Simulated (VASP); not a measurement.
# Al2O3 (Corundum): the band gap up a ladder of functionals, part 2 of 2

Which functional reproduces the measured band gap of Al2O3 (Corundum), and what does it cost? LASPH is on for some levels and off for others; the table marks which. The start is a cell from a database of measured crystal structures.

VASP 6.6.1, plane waves and PAW; the level of theory is named at each step.

So far, least gap on mesh and path (eV): step 2 (bands, level LDA) 6.18; step 3 (bands, level PBE) 6.21; step 4 (bands, level r2SCAN) 7.13; step 5 (bands, level TB-mBJ) 7.94; step 6 (bands, level TPSS) 6.33.

**7. Bands with SCAN**

This step: SCAN; plane waves and PAW (Al, O) (VASP 6.6.1).

SCAN adds the kinetic-energy density; it is numerically more delicate than r2SCAN.

Input file INCAR:

```
SYSTEM = Al2O3
PREC = Accurate
ENCUT = 520
EDIFF = 1E-06
NELM = 100
ISMEAR = 0
SIGMA = 0.02
LREAL = .FALSE.
ALGO = Normal
METAGGA = SCAN
LASPH = .TRUE.
NBANDS = 48
LORBIT = 11
LWAVE = .FALSE.
LCHARG = .FALSE.
KPAR = 8
```

Input file POSCAR:

```
Al2O3
1.0
    2.3802500000      1.3742379782      4.3318666667
   -2.3802500000      1.3742379782      4.3318666667
    0.0000000000     -2.7484759565      4.3318666667
Al O
4 6
Direct
    0.3521600000      0.3521600000      0.3521600000
    0.1478400000      0.1478400000      0.1478400000
    0.6478400000      0.6478400000      0.6478400000
    0.8521600000      0.8521600000      0.8521600000
    0.5566800000      0.9433200000      0.2500000000
    0.2500000000      0.5566800000      0.9433200000
    0.9433200000      0.2500000000      0.5566800000
    0.4433200000      0.0566800000      0.7500000000
    0.7500000000      0.4433200000      0.0566800000
    0.0566800000      0.7500000000      0.4433200000
```

Input file KPOINTS:

```
Automatic mesh
0
Gamma
4 4 4
0 0 0
```

Input file KPOINTS_OPT:

```
Line mode
12
Line-mode
Reciprocal
  0.00000000   0.00000000   0.00000000 GAMMA
  0.50000000   0.00000000   0.00000000 L

  0.50000000   0.00000000   0.00000000 L
  0.50000000   0.23376048  -0.23376048 B1

  0.76623952   0.50000000   0.23376048 B
  0.50000000   0.50000000   0.50000000 Z

  0.50000000   0.50000000   0.50000000 Z
  0.00000000   0.00000000   0.00000000 GAMMA

  0.00000000   0.00000000   0.00000000 GAMMA
  0.36688024   0.00000000  -0.36688024 X

  0.63311976   0.36688024   0.00000000 Q
  0.50000000   0.50000000   0.00000000 F

  0.50000000   0.50000000   0.00000000 F
  0.63311976   0.63311976   0.23376048 P1

  0.63311976   0.63311976   0.23376048 P1
  0.50000000   0.50000000   0.50000000 Z

  0.50000000   0.00000000   0.00000000 L
  0.76623952   0.36688024   0.36688024 P
```

Potentials, in the order of the species: Al and O (PBE family, release 64).

On the command line:

```
> mpirun -np 8 vasp_std
```

Wall time 4.3 min (8 MPI ranks of AMD EPYC 7R43, shared host); peak memory 2.4 GiB.

Electronic bands along the path, in eV, zero at the valence-band top; v1 is the highest filled band, c1 the lowest empty one:

| point | v4 | v3 | v2 | v1 | c1 | c2 | c3 | c4 |
| --- | --- | --- | --- | --- | --- | --- | --- | --- |
| Γ | -0.52 | -0.06 | -0.06 | 0.00 | 7.08 | 10.08 | 11.86 | 12.54 |
| 0.45 of the way | -0.77 | -0.44 | -0.15 | -0.10 | 8.16 | 10.97 | 11.16 | 11.82 |
| L | -0.94 | -0.94 | -0.29 | -0.29 | 10.38 | 10.38 | 10.64 | 10.64 |
| 0.45 of the way | -0.88 | -0.88 | -0.32 | -0.32 | 10.31 | 10.31 | 10.79 | 10.79 |
| B1 | -0.88 | -0.88 | -0.53 | -0.53 | 10.66 | 10.66 | 11.07 | 11.07 |
| jump to B | -0.88 | -0.88 | -0.53 | -0.53 | 10.66 | 10.66 | 11.07 | 11.07 |
| 0.45 of the way | -0.93 | -0.93 | -0.59 | -0.59 | 10.40 | 10.40 | 11.70 | 11.70 |
| Z | -0.41 | -0.41 | -0.41 | -0.41 | 9.57 | 9.57 | 12.08 | 12.08 |
| 0.45 of the way | -0.54 | -0.54 | -0.15 | -0.15 | 8.21 | 10.12 | 11.63 | 12.57 |
| Γ | -0.52 | -0.06 | -0.06 | 0.00 | 7.08 | 10.08 | 11.86 | 12.54 |
| 0.45 of the way | -0.84 | -0.54 | -0.15 | -0.08 | 8.55 | 10.87 | 11.31 | 11.44 |
| X | -0.92 | -0.87 | -0.58 | -0.30 | 10.47 | 10.49 | 10.66 | 11.14 |
| jump to Q | -0.92 | -0.87 | -0.58 | -0.30 | 10.47 | 10.49 | 10.66 | 11.14 |
| 0.45 of the way | -0.98 | -0.84 | -0.78 | -0.28 | 10.57 | 10.69 | 10.73 | 11.16 |
| F | -1.06 | -0.94 | -0.78 | -0.27 | 10.53 | 10.73 | 10.85 | 11.38 |
| 0.45 of the way | -1.07 | -0.89 | -0.79 | -0.32 | 10.62 | 10.76 | 10.92 | 11.27 |
| P1 | -1.07 | -0.89 | -0.77 | -0.49 | 10.70 | 10.82 | 11.13 | 11.39 |
| 0.55 of the way | -0.77 | -0.70 | -0.53 | -0.50 | 10.06 | 10.06 | 11.76 | 12.16 |
| Z | -0.41 | -0.41 | -0.41 | -0.41 | 9.57 | 9.57 | 12.08 | 12.08 |
| jump to L | -0.94 | -0.94 | -0.29 | -0.29 | 10.38 | 10.38 | 10.64 | 10.64 |
| 0.45 of the way | -1.09 | -0.82 | -0.46 | -0.36 | 10.25 | 10.44 | 10.77 | 11.15 |
| P | -1.07 | -0.89 | -0.77 | -0.49 | 10.70 | 10.82 | 11.13 | 11.39 |

Of the projections kept (Al, O), the largest for each band there; the rest of the weight can lie on other orbitals:

| point | v4 | v3 | v2 | v1 | c1 | c2 | c3 | c4 |
| --- | --- | --- | --- | --- | --- | --- | --- | --- |
| Γ | O 0.99 | O 0.98 | O 0.98 | O 0.96 | O 0.55 | Al 0.64 | Al 0.76 | Al 0.63 |
| L | O 0.97 | O 0.97 | O 0.98 | O 0.98 | O 0.63 | O 0.63 | Al 0.64 | Al 0.64 |
| B1 | O 0.98 | O 0.98 | O 0.97 | O 0.97 | Al 0.52 | Al 0.52 | O 0.54 | O 0.54 |
| B | O 0.98 | O 0.98 | O 0.97 | O 0.97 | Al 0.52 | Al 0.52 | O 0.54 | O 0.54 |
| Z | O 0.98 | O 0.98 | O 0.98 | O 0.98 | O 0.58 | O 0.58 | Al 0.85 | Al 0.85 |
| Γ | O 0.99 | O 0.98 | O 0.98 | O 0.96 | O 0.55 | Al 0.64 | Al 0.76 | Al 0.63 |

The gap is 7.08 eV, direct at Γ. Against LDA that is +0.90 eV; this run took 4.5 times the core time. The gap lies -1.62 eV from the measured 8.70 eV.

**8. Starting orbitals for the hybrid**

This step: PBE; plane waves and PAW (Al, O) (VASP 6.6.1).

A hybrid converges badly from random orbitals, so a cheap semilocal run writes a WAVECAR on the same mesh first.

Input file INCAR:

```
SYSTEM = Al2O3
PREC = Accurate
ENCUT = 520
EDIFF = 1E-05
NELM = 100
ISMEAR = 0
SIGMA = 0.02
LREAL = .FALSE.
ALGO = Normal
GGA = PE
NBANDS = 34
LORBIT = 11
LWAVE = .TRUE.
LCHARG = .FALSE.
KPAR = 8
```

POSCAR is that of step 7.

KPOINTS is that of step 7.

On the command line:

```
> mpirun -np 8 vasp_std
```

The job ended after 14 s (8 MPI ranks; peak memory 1.8 GiB).

The gap is read on the k-mesh alone, so it is an upper bound where the band edges lie off the mesh.

A gap read on the k-mesh alone can miss the band edges.

This step gave:

```yaml
scf_cycles: 12
bands: 34
free_energy_toten: -74.7513 eV
fermi_energy: 6.277 eV
pressure: 7.151 GPa
gap_on_the_k_mesh: 6.214 eV
least_direct_gap_on_the_k_mesh: 6.214 eV
```

**9. Bands with HSE06**

This step: HSE06; plane waves and PAW (Al, O) (VASP 6.6.1).

HSE06 mixes in a quarter of exact exchange at short range, at far higher cost; in semiconductors this cures much of the gap error, while metals seldom gain.

Input file INCAR:

```
SYSTEM = Al2O3
PREC = Accurate
ENCUT = 520
EDIFF = 1E-06
NELM = 100
ISMEAR = 0
SIGMA = 0.02
LREAL = .FALSE.
ALGO = Normal
LHFCALC = .TRUE.
AEXX = 0.25
GGA = PE
HFSCREEN = 0.2
LASPH = .TRUE.
NBANDS = 34
PRECFOCK = Fast
LORBIT = 11
LWAVE = .FALSE.
LCHARG = .FALSE.
KPAR = 8
```

POSCAR is that of step 8.

KPOINTS is that of step 8.

KPOINTS_OPT: that of step 7 with these lines changed.

```diff
@@ -1,3 +1,3 @@
 Line mode
-12
+6
 Line-mode
```

The WAVECAR or CHGCAR of an earlier step is read.

On the command line:

```
> mpirun -np 8 vasp_std
```

It took 65 min on 8 MPI ranks; peak memory 3 GiB.

The electronic bands at the labelled points (eV, zero at the valence-band top; v1 is the highest filled band, c1 the lowest empty one):

| point | v4 | v3 | v2 | v1 | c1 | c2 | c3 | c4 |
| --- | --- | --- | --- | --- | --- | --- | --- | --- |
| Γ | -0.59 | -0.06 | -0.06 | 0.00 | 8.08 | 11.06 | 12.83 | 13.58 |
| 0.60 of the way | -0.90 | -0.58 | -0.24 | -0.18 | 9.82 | 11.89 | 12.28 | 12.68 |
| L | -1.03 | -1.03 | -0.33 | -0.33 | 11.47 | 11.47 | 11.64 | 11.64 |
| 0.60 of the way | -0.92 | -0.92 | -0.40 | -0.40 | 11.37 | 11.37 | 11.92 | 11.92 |
| B1 | -0.93 | -0.93 | -0.59 | -0.59 | 11.70 | 11.70 | 12.15 | 12.15 |
| jump to B | -0.93 | -0.93 | -0.59 | -0.59 | 11.70 | 11.70 | 12.15 | 12.15 |
| 0.40 of the way | -1.05 | -1.05 | -0.66 | -0.66 | 11.63 | 11.63 | 12.61 | 12.61 |
| Z | -0.43 | -0.43 | -0.43 | -0.43 | 10.64 | 10.64 | 13.07 | 13.07 |
| 0.40 of the way | -0.58 | -0.58 | -0.19 | -0.19 | 9.43 | 11.13 | 12.59 | 13.67 |
| Γ | -0.59 | -0.06 | -0.06 | 0.00 | 8.08 | 11.06 | 12.83 | 13.58 |
| 0.40 of the way | -0.87 | -0.57 | -0.13 | -0.08 | 9.32 | 11.98 | 12.13 | 12.66 |
| X | -0.96 | -0.93 | -0.65 | -0.35 | 11.51 | 11.53 | 11.74 | 12.15 |
| jump to Q | -0.96 | -0.93 | -0.65 | -0.35 | 11.51 | 11.53 | 11.74 | 12.15 |
| 0.40 of the way | -1.04 | -0.89 | -0.81 | -0.33 | 11.59 | 11.76 | 11.80 | 12.16 |
| F | -1.15 | -0.99 | -0.80 | -0.32 | 11.55 | 11.78 | 11.97 | 12.44 |
| 0.40 of the way | -1.15 | -0.95 | -0.82 | -0.36 | 11.63 | 11.79 | 12.03 | 12.34 |
| P1 | -1.15 | -0.95 | -0.82 | -0.54 | 11.69 | 11.90 | 12.26 | 12.46 |
| 0.60 of the way | -0.74 | -0.69 | -0.53 | -0.52 | 11.04 | 11.04 | 12.86 | 13.15 |
| Z | -0.43 | -0.43 | -0.43 | -0.43 | 10.64 | 10.64 | 13.07 | 13.07 |
| jump to L | -1.03 | -1.03 | -0.33 | -0.33 | 11.47 | 11.47 | 11.64 | 11.64 |
| 0.40 of the way | -1.16 | -0.91 | -0.50 | -0.37 | 11.24 | 11.51 | 11.82 | 12.13 |
| P | -1.15 | -0.95 | -0.82 | -0.54 | 11.69 | 11.90 | 12.26 | 12.46 |

Of the projections kept (Al, O), the largest for each band there; the rest of the weight can lie on other orbitals:

| point | v4 | v3 | v2 | v1 | c1 | c2 | c3 | c4 |
| --- | --- | --- | --- | --- | --- | --- | --- | --- |
| Γ | O 0.99 | O 0.97 | O 0.97 | O 0.96 | O 0.52 | Al 0.64 | Al 0.78 | Al 0.63 |
| L | O 0.97 | O 0.97 | O 0.98 | O 0.98 | O 0.58 | O 0.58 | Al 0.62 | Al 0.62 |
| B1 | O 0.98 | O 0.98 | O 0.97 | O 0.97 | Al 0.56 | Al 0.56 | O 0.52 | O 0.52 |
| B | O 0.98 | O 0.98 | O 0.97 | O 0.97 | Al 0.56 | Al 0.56 | O 0.52 | O 0.52 |
| Z | O 0.98 | O 0.98 | O 0.98 | O 0.98 | O 0.56 | O 0.56 | Al 0.87 | Al 0.87 |
| Γ | O 0.99 | O 0.97 | O 0.97 | O 0.96 | O 0.52 | Al 0.64 | Al 0.78 | Al 0.63 |

The gap is 8.08 eV, direct at Γ. Against LDA that is +1.90 eV; this run took 67 times the core time, on fewer points of the path. The gap lies -0.62 eV from the measured 8.70 eV.

**10. The ladder as a table**

This step: ladder of functionals on one cell; plane waves and PAW (VASP 6.6.1).

Derived from the runs above.

A gap of 0 means none; cost is the wall time of each run, as given at its step, times its ranks, without the set-up around it; LASPH differs between rows, which moves results and costs too. Results by level, by row:

| level | gap (eV) | least direct gap (eV) | pressure (GPa) | cost (core minutes) | LASPH |
| --- | --- | --- | --- | --- | --- |
| LDA | 6.181 | 6.181 | -3.84 | 7.73 | off |
| PBE | 6.215 | 6.215 | 7.19 | 8.8 | off |
| r2SCAN | 7.132 | 7.132 | -0.71 | 30.7 | on |
| TB-mBJ | 7.939 | 7.939 | - | 19.1 | on |
| TPSS | 6.335 | 6.335 | 3.93 | 32.3 | on |
| SCAN | 7.079 | 7.079 | -1.89 | 34.7 | on |
| HSE06 | 8.082 | 8.082 | - | 521 | on |

**11. What came out**

```
gap, LDA    : 6.18 eV
gap, PBE    : 6.21 eV
gap, r2SCAN : 7.13 eV
gap, TB-mBJ : 7.94 eV
gap, TPSS   : 6.33 eV
gap, SCAN   : 7.08 eV
gap, HSE06  : 8.08 eV
```

What this shows: For Al2O3 (Corundum) the functional decides between a gap of 6.18 eV (LDA) and 8.08 eV (HSE06), while across these levels the cost spans a factor of 67. No level that was run brings the gap within 0.61 eV of experiment (a bound picked here). In most such crystals zero-point and thermal motion narrow the gap, so the static value to match lies above the measured one, and levels a little over it fare better than the table shows. HSE06 moves the gap by +1.87 eV from PBE, at about 59 times the core time, though on fewer points of the path. TB-mBJ lands -0.14 eV from HSE06 at 3.7 % of its cost. All levels use one geometry and one mesh, kept coarse to afford the hybrids, so no gap here is fully converged. Costs come from a shared host, and the hybrids use PRECFOCK = Fast. These are single-particle gaps of a static lattice, without excitons or temperature. LASPH is on for some levels and off for others, so differences between them are not the functional's alone.

Computed beside measured:

```
                 quantity  measured              LDA              PBE           r2SCAN           TB-mBJ             TPSS             SCAN            HSE06
band gap (least gap) (eV)       8.7  6.18 (-2.52 eV)  6.21 (-2.49 eV)  7.13 (-1.57 eV)  7.94 (-0.76 eV)  6.33 (-2.37 eV)  7.08 (-1.62 eV)  8.08 (-0.62 eV)
```

Measured values from pmc:5906618 (2018).

How well it matches: For the band gap, of the levels listed nearest comes HSE06 (-0.62 eV, fair agreement) and farthest LDA (-2.52 eV, a clear miss). An optical gap can lie under the band gap by the exciton's binding. Zero-point and thermal motion shift the measured gap. No cell relaxation is part of this session.

[Lines on the potential files, build, host, timing and source positions are cut from VASP's logs without a mark.]

[Logs are printed without paths, hosts, clocks, repeated set-up lines and the standing remarks that a program may print on its own settings, such as how far it seeks lower states.]

[Hosts, paths, dates, database ids (printed as entryN), source tags and the programs' standing remarks are cut or masked in the printed files.]

[A measured line is paired with the nearest computed mode of its activity, which favours agreement.]
